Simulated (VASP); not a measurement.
Level of theory: r2SCAN+rVV10, VASP's PBE PAW potentials (set 64) (plane waves; VASP).

Input for VASP

### POSCAR
```
CoAl
1
    2.7587876307     0.0000000000     0.0000000000
    0.0000000000     2.7587876307     0.0000000000
    0.0000000000     0.0000000000     2.7587876307
Al Co
1 1
Direct
  0.5000000000   0.5000000000   0.5000000000
  0.0000000000   0.0000000000   0.0000000000
```

**KPOINTS**
```
Automatic mesh
0
Gamma
13 13 13
0 0 0
```

### INCAR
```
ALGO  =  Normal
BPARAM  =  11.95
CPARAM  =  0.0093
EDIFF  =  1E-7
ENCUT  =  520
ISIF  =  2
ISMEAR  =  1
LASPH  =  .TRUE.
LCHARG  =  .FALSE.
LMAXMIX  =  4
LMIXTAU  =  .TRUE.
LREAL  =  .FALSE.
LUSE_VDW  =  .TRUE.
LWAVE  =  .FALSE.
METAGGA  =  R2SCAN
NELM  =  100
PREC  =  Accurate
SIGMA  =  0.1
SYSTEM  =  CoAl
```

POTCAR, in this order: Al Co (PBE.64 set). Program: vasp_std.

Output

File OSZICAR:
```
       N       E                     dE             d eps       ncg     rms          rms(c)
DAV:   1     0.303536558390E+02    0.30354E+02   -0.57092E+03  1696   0.135E+03
DAV:   2    -0.226174359015E+02   -0.52971E+02   -0.50389E+02  1690   0.207E+02
DAV:   3    -0.240281993699E+02   -0.14108E+01   -0.13980E+01  2012   0.444E+01
DAV:   4    -0.240549234242E+02   -0.26724E-01   -0.26715E-01  2018   0.536E+00
DAV:   5    -0.240558380667E+02   -0.91464E-03   -0.91462E-03  2050   0.982E-01    0.150E+01
DAV:   6    -0.250137401756E+02   -0.95790E+00   -0.77105E+01  1854   0.146E+02    0.173E+01
DAV:   7    -0.207362228363E+02    0.42775E+01   -0.31809E+01  1860   0.842E+01    0.224E+00
DAV:   8    -0.207749493323E+02   -0.38726E-01   -0.36223E-01  1958   0.744E+00    0.208E+00
DAV:   9    -0.207581625652E+02    0.16787E-01   -0.30381E-01  1898   0.975E+00    0.791E-01
DAV:  10    -0.207496506933E+02    0.85119E-02   -0.48413E-02  1864   0.400E+00    0.191E-01
DAV:  11    -0.207521395718E+02   -0.24889E-02   -0.39881E-03  1836   0.106E+00    0.151E-01
DAV:  12    -0.207523512986E+02   -0.21173E-03   -0.49495E-04  1856   0.365E-01    0.386E-02
DAV:  13    -0.207523729684E+02   -0.21670E-04   -0.84400E-05  2406   0.140E-01    0.130E-02
DAV:  14    -0.207523720307E+02    0.93766E-06   -0.21469E-05  1846   0.803E-02    0.368E-03
DAV:  15    -0.207523713421E+02    0.68859E-06   -0.91189E-07  1844   0.125E-02    0.129E-03
DAV:  16    -0.207523715587E+02   -0.21663E-06   -0.14647E-07   848   0.640E-03    0.511E-04
DAV:  17    -0.207523716245E+02   -0.65763E-07   -0.41174E-08   846   0.307E-03
   1 F= -.20752372E+02 E0= -.20752376E+02  d E =0.143887E-04
```

File OUTCAR:
```
------------------------ aborting loop because EDIFF is reached ----------------------------------------
  FORCE on cell =-STRESS in cart. coord.  units (eV):
  Direction    XX          YY          ZZ          XY          YZ          ZX
  --------------------------------------------------------------------------------------
  Total        1.8762340      1.8762340      1.8762340      0.0000000     -0.0000000      0.0000000
  in kB      143.1669477    143.1669477    143.1669477      0.0000000     -0.0000000      0.0000000
  external PRESSURE =     143.1669477 kB  Pullay stress =       0.0000000 kB
  volume of cell :       21.00
      direct lattice vectors                 reciprocal lattice vectors
     2.758787631  0.000000000  0.000000000     0.362478064  0.000000000  0.000000000
     0.000000000  2.758787631  0.000000000     0.000000000  0.362478064  0.000000000
     0.000000000  0.000000000  2.758787631     0.000000000  0.000000000  0.362478064
 POSITION                                       TOTAL-FORCE (eV/Angst)
 -----------------------------------------------------------------------------------
      1.37939      1.37939      1.37939         0.000000      0.000000      0.000000
      0.00000      0.00000      0.00000         0.000000      0.000000      0.000000
 -----------------------------------------------------------------------------------
    total drift:                                0.000000      0.000000      0.000000
  FREE ENERGIE OF THE ION-ELECTRON SYSTEM (eV)
  ---------------------------------------------------
  free  energy   TOTEN  =       -20.7523716245 eV

  energy  without entropy=      -20.7523860132  energy(sigma->0) =      -20.75237642
```
(Selected blocks of OUTCAR.)

The compound is CoAl in the CsCl type structure. This cell is one point of a volume scan, at 0.94 of the reference volume. The run is not spin-polarised, so no magnetic state was tried.
